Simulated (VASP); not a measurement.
An input for Ansatz (written as the equivalent of a VASP run, and not itself run):

Ansatz 0.2 input:
```yaml
crystal:
  lattice:
    - [0.0000000, 1.9418476, 1.9418476]
    - [1.9418476, 0.0000000, 1.9418476]
    - [1.9418476, 1.9418476, 0.0000000]
  atoms:
    - { symbol: Li, position: [0.0000000, 0.0000000, 0.0000000] }
    - { symbol: F, position: [0.5000000, 0.5000000, 0.5000000] }
kpoints:
  mp_grid: { grid: [11, 11, 11] }
hamiltonian:
  xc: r2scan
  dispersion: rvv10
  pseudopotentials: { kind: paw }
scf:
  occupations: { method: gaussian, width: 0.05 }
  max_iter: 100
output: { forces: true, stress: true, eigenvalues: true }
```

Q: Write the VASP files for the same calculation (r2SCAN+rVV10).

A: This is not unique; one that fits is 
POSCAR:
```
LiF
1
    0.0000000000     1.9418476326     1.9418476326
    1.9418476326     0.0000000000     1.9418476326
    1.9418476326     1.9418476326     0.0000000000
Li F
1 1
Direct
  0.0000000000   0.0000000000   0.0000000000
  0.5000000000   0.5000000000   0.5000000000
```

### KPOINTS
```
Regular mesh
0
Gamma
11 11 11
0 0 0
```

INCAR:
```
SYSTEM = LiF
PREC = Accurate
ENCUT = 520
EDIFF = 1E-7
NELM = 100
ALGO = Normal
LREAL = .FALSE.
LASPH = .TRUE.
ISMEAR = 0
SIGMA = 0.05
METAGGA = R2SCAN
LUSE_VDW = .TRUE.
BPARAM = 11.95
CPARAM = 0.0093
LMIXTAU = .TRUE.
LWAVE = .FALSE.
LCHARG = .FALSE.
ISIF = 2
```

POTCAR, in this order: Li_sv F (PBE.64 set). Program: vasp_std.

Limits of the translation: each code has its own PAW files, so the cut-off isn't converted (ENCUT is set for VASP's; basis.ecutwfc is left out, and Ansatz then takes the one that its files recommend); Ansatz stops its SCF on the density residual and VASP on the energy change (EDIFF).

The compound is LiF in the rock salt structure. This cell is one point of a volume scan, at 0.94 of the reference volume.
